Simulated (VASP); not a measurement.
Data:

```
CELL_PARAMETERS angstrom
      0.00000     2.69023     2.75038
      2.71339     0.00000     2.75038
      2.71339     2.69023     0.00000
ATOMIC_POSITIONS crystal
  Si 0.25000 0.25000 0.25000
  Si 0.75000 0.75000 0.75000
  Ni 0.98768 0.01232 0.01232
```

Computed with PBE GGA, VASP's PBE PAW potentials (set 64) (plane waves; VASP). Settings: 400 eV cut-off, 9×9×9 Γ-centred mesh, first-order Methfessel-Paxton smearing of 0.050 eV, potentials Si Ni.

**Question.** What does the run give for the energy per atom (σ→0), pressure, largest force, band gap (on the k-mesh) with the smallest direct gap where there is one?

**Answer.** 
```json
{
  "band gap (on the k-mesh)": "none (metal, semimetal or under 0.01 eV)",
  "energy per atom (σ→0)": "-5.783 eV/atom",
  "pressure": "1.31 GPa",
  "largest_force": "0.635 eV/Å"
}
```

Total energies compare only between runs with the same potentials, cut-off and functional.

The compound is NiSi2 in the fluorite structure. The cell was not relaxed at this level, atoms are displaced from their ideal sites. The run is one of a series of settings (SIGMA = 0.05 against the base run), some of them coarse on purpose. The run is not spin-polarised, so no magnetic state was tried.
